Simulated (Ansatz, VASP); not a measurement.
# WC (Qusongite): VASP beside Ansatz, part 2 of 2

Aim: how closely do two programs agree when they are given the same cell, functional and k mesh? The cell is taken from a series of runs on this material, whose earlier steps may have relaxed, scaled, displaced or heated it; both programs get it as it stands.

VASP 6.6.1 and Ansatz 0.2.0.

So far: The starting structure; Ansatz: zone-centre phonons, LDA; VASP: zone-centre phonons, LDA.

## 3. VASP: zone-centre phonons, LDA (continued)

Level of this step: LDA; plane waves and PAW (C, W) (VASP).

Numbers of over 12 decimals in the logs are rounded to 6 here.

Parts of OUTCAR (step 3):

```text
ion  position               nearest neighbor table
   1  0.667  0.333  0.500-   2 2.16   2 2.16   2 2.16   2 2.16   2 2.16   2 2.16
   2  0.000  0.000  0.000-   1 2.16   1 2.16   1 2.16   1 2.16   1 2.16   1 2.16

  LATTYP: Found a hexagonal cell.
 ALAT       =     2.8262506968
 C/A-ratio  =     1.0032580167

 Subroutine GETGRP returns: Found 12 space group operations
 (whereof 12 operations were pure point group operations)

The static configuration has the point symmetry D_3h.

 Found    333 irreducible k-points:

   k-points           NKPTS =    333   k-points in BZ     NKDIM =    333   number of bands    NBANDS=     11

   dimension x,y,z NGX =    24 NGY =   24 NGZ =   24
   dimension x,y,z NGXF=    48 NGYF=   48 NGZF=   48

   ENCUT  =  600.0 eV  44.10 Ry    6.64 a.u.   5.64  5.64  5.66*2*pi/ulx,y,z

   NELECT =      10.0000    total number of electrons

 k-points in reciprocal lattice and weights: Automatic mesh
   0.00000000  0.00000000  0.00000000       0.000
   0.05555556  0.00000000  0.00000000       0.001
   0.11111111  0.00000000  0.00000000       0.001
   0.16666667  0.00000000  0.00000000       0.001
   0.22222222  0.00000000  0.00000000       0.001
   0.27777778  0.00000000  0.00000000       0.001
   0.33333333  0.00000000  0.00000000       0.001
   0.38888889 -0.00000000  0.00000000       0.001
   0.44444444  0.00000000  0.00000000       0.001
[...]
0.33333333  0.27777778  0.50000000       0.002
   0.33333333  0.33333333  0.50000000       0.000

 average (electrostatic) potential at core
       1 -49.5060       2 -36.7038

  Total        2.5982082      2.5982082      0.2094015      0.0000000      0.0000000      0.0000000
  in kB      212.2311896    212.2311896     17.1046875      0.0000000      0.0000000      0.0000000
  external PRESSURE =     147.1890222 kB  Pullay stress =       0.0000000 kB

  energy-cutoff  :      600.00
  volume of cell :       19.61
      direct lattice vectors                 reciprocal lattice vectors
     2.826250697  0.000000000  0.000000000     0.353825654  0.204281336  0.000000000
    -1.413125348  2.447604901  0.000000000     0.000000000  0.408562673  0.000000000
     0.000000000  0.000000000  2.835458669     0.000000000  0.000000000  0.352676627

 POSITION                                       TOTAL-FORCE (eV/Angst)
 -----------------------------------------------------------------------------------
      1.41313      0.81587      1.41773         0.000000     -0.000000      0.000000
      0.00000      0.00000      0.00000        -0.000000      0.000000      0.000000
 -----------------------------------------------------------------------------------
    total drift:                               -0.000000      0.000000      0.000000

 Eigenvectors and eigenvalues of the dynamical matrix
 ----------------------------------------------------

   1 f  =   19.786432 THz   124.321816 2PiTHz  660.004316 cm-1    81.830069 meV
             X         Y         Z           dx          dy          dz
      1.413125  0.815868  1.417729     0.000000    0.968845    0.000000
      0.000000  0.000000  0.000000     0.000000   -0.247670    0.000000

   2 f  =   19.786432 THz   124.321816 2PiTHz  660.004316 cm-1    81.830069 meV
             X         Y         Z           dx          dy          dz
      1.413125  0.815868  1.417729     0.968845   -0.000000    0.000000
      0.000000  0.000000  0.000000    -0.247670    0.000000    0.000000

   3 f  =   18.914064 THz   118.840571 2PiTHz  630.905275 cm-1    78.222250 meV
             X         Y         Z           dx          dy          dz
      1.413125  0.815868  1.417729     0.000000    0.000000   -0.968850
      0.000000  0.000000  0.000000    -0.000000    0.000000    0.247648

   4 f/i=    0.000218 THz     0.001373 2PiTHz    0.007287 cm-1     0.000903 meV
             X         Y         Z           dx          dy          dz
      1.413125  0.815868  1.417729    -0.000000   -0.000000    0.247648
      0.000000  0.000000  0.000000    -0.000000   -0.000000    0.968850

   5 f/i=    0.000663 THz     0.004167 2PiTHz    0.022122 cm-1     0.002743 meV
             X         Y         Z           dx          dy          dz
      1.413125  0.815868  1.417729    -0.018101   -0.247007   -0.000000
      0.000000  0.000000  0.000000    -0.070809   -0.966254   -0.000000

   6 f/i=    0.000663 THz     0.004167 2PiTHz    0.022122 cm-1     0.002743 meV
             X         Y         Z           dx          dy          dz
      1.413125  0.815868  1.417729    -0.247007    0.018101    0.000000
      0.000000  0.000000  0.000000    -0.966254    0.070809    0.000000

 ELASTIC MODULI CONTR FROM IONIC RELAXATION (kBar)
 Direction    XX          YY          ZZ          XY          YZ          ZX
 --------------------------------------------------------------------------------
 XX        -216.3935    216.3935      0.0000     -0.0000      0.0000      0.0000
 YY         216.3935   -216.3935      0.0000      0.0000      0.0000      0.0000
 ZZ           0.0000      0.0000      0.0000      0.0000      0.0000      0.0000
 XY          -0.0000      0.0000      0.0000   -216.3935      0.0000      0.0000
 YZ           0.0000      0.0000      0.0000      0.0000      0.0000      0.0000
 ZX           0.0000      0.0000      0.0000      0.0000      0.0000      0.0000
 --------------------------------------------------------------------------------
```

The data set W keeps the semicore shell frozen, which is cheaper and a little less accurate.

## 4. Differences

Known differences besides the potentials themselves: the two LDA forms differ slightly; the data sets hold 18 valence electrons in Ansatz (on its PAW soft_1 files) and 10 in VASP; the cutoff is 420 eV in Ansatz and 600 eV in VASP; VASP's log shows a relativistic correction to its local exchange, Ansatz's none. Total energies have different zeros and are not compared.

Both answers:

| quantity | Ansatz | VASP | difference |
| --- | --- | --- | --- |
| optical mode 1 (cm⁻¹) | 621.0 | 630.9 | -1.57 % |
| optical mode 2 to 3 (cm⁻¹) | 652.2 | 660.0 | -1.17 % |

Modes are paired by rising frequency, not by their patterns, so a pair may set unlike modes beside each other; they are those without the splitting of longitudinal modes.

## 5. What came out

| Quantity | Value |
| --- | --- |
| r.m.s. difference of the optical zone-centre modes, each program's sorted by frequency (zone-centre phonons, LDA) | 8.5 cm⁻¹ |
| difference in optical mode 1 (zone-centre phonons, LDA) | -1.6 % |

The r.m.s. difference of the optical zone-centre modes, each program's sorted by frequency is 8.5 cm⁻¹ (zone-centre phonons, LDA). The data sets hold unlike numbers of valence electrons (18 in Ansatz and 10 in VASP), so part of the differences comes from the potentials. Among the rows given in per cent, the largest difference of the zone-centre phonons, LDA pair is in optical mode 1, -1.6 %. How closely two codes agree says nothing of how well the functional describes the real material.

[Lines on the potential files, build, host, timing and source positions are cut from VASP's logs without a mark.]

[Logs are printed without paths, hosts, clocks, repeated set-up lines and the standing remarks that a program may print on its own settings, such as how far it seeks lower states.]

[Hosts, paths, dates, database ids (printed as entryN), source tags and the programs' standing remarks are cut or masked in the printed files.]
